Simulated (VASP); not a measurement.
Crystal: Co7NiO8.

```
CELL_PARAMETERS angstrom
0.00000 -4.26657 -4.26657
-4.26657 -4.26657 0.00000
-4.26657 0.00000 -4.26657
ATOMIC_POSITIONS crystal
Co 0.50000 0.50000 0.50000
Co 0.50000 0.00000 0.50000
Co 0.50000 0.50000 0.00000
Co 0.50000 0.00000 0.00000
Co 0.00000 0.50000 0.50000
Co 0.00000 0.00000 0.50000
Co 0.00000 0.50000 0.00000
Ni 0.00000 0.00000 0.00000
O 0.25000 0.25000 0.25000
O 0.23942 0.76058 0.23942
O 0.23942 0.23942 0.76058
O 0.23942 0.76058 0.76058
O 0.76058 0.23942 0.23942
O 0.76058 0.76058 0.23942
O 0.76058 0.23942 0.76058
O 0.75000 0.75000 0.75000
```

The cell was built by a generator and needn't be a form met in nature.

```yaml
Program: VASP 6.6.1
Task: relaxation of cell and atoms
Functional: PBE
Potentials_or_basis: VASP PAW PBE potentials, release 64 (Co, Ni, O)
Cutoff: 600 eV
k_mesh: 6 × 6 × 6
Occupations: gaussian, width 0.03 eV
Spin: collinear spin, ferromagnetic start
Starting_moments: "[3.0, 3.0, 3.0, 3.0, 3.0, 3.0, 3.0, 2.0, 0.0, 0.0, 0.0, 0.0, 0.0, 0.0, 0.0, 0.0] μB"
Hubbard_terms: Co d U = 3.32 eV, Ni d U = 6.2 eV
```

At the start: pressure 1.9 GPa; volume 9.71 Å³/atom.

Problem. Where does the relaxation end?

Solution. Over 5 steps the energy falls by 9.0 meV/atom and the volume is 9.81 Å³/atom (+1.0 %); space group Fm-3m (No. 225, to 0.05 Å); moment 22.92 μB per cell.

Step by step:
```tsv
step	energy change (eV)	largest force (eV/Å)	pressure (GPa)	volume (Å³)
1	0.0000	0.7492	1.92	155.33
2	-0.1189	0.2938	-1.10	157.97
3	-0.1262	0.1538	-1.98	158.82
4	-0.1422	0.0477	0.56	156.43
5	-0.1437	0.0021	-0.01	156.96
```

Final structure:
```yaml
crystal:
  lattice:
    - [0.00000, -4.28138, -4.28138]
    - [-4.28138, -4.28138, 0.00000]
    - [-4.28138, 0.00000, -4.28138]
  atoms:
    - { symbol: Co, position: [0.50000, 0.50000, 0.50000] }
    - { symbol: Co, position: [0.50000, 0.00000, 0.50000] }
    - { symbol: Co, position: [0.50000, 0.50000, 0.00000] }
    - { symbol: Co, position: [0.50000, 0.00000, 0.00000] }
    - { symbol: Co, position: [0.00000, 0.50000, 0.50000] }
    - { symbol: Co, position: [0.00000, 0.00000, 0.50000] }
    - { symbol: Co, position: [0.00000, 0.50000, 0.00000] }
    - { symbol: Ni, position: [0.00000, 0.00000, 0.00000] }
    - { symbol: O, position: [0.25000, 0.25000, 0.25000] }
    - { symbol: O, position: [0.24647, 0.75353, 0.24647] }
    - { symbol: O, position: [0.24647, 0.24647, 0.75353] }
    - { symbol: O, position: [0.24647, 0.75353, 0.75353] }
    - { symbol: O, position: [0.75353, 0.24647, 0.24647] }
    - { symbol: O, position: [0.75353, 0.75353, 0.24647] }
    - { symbol: O, position: [0.75353, 0.24647, 0.75353] }
    - { symbol: O, position: [0.75000, 0.75000, 0.75000] }
```
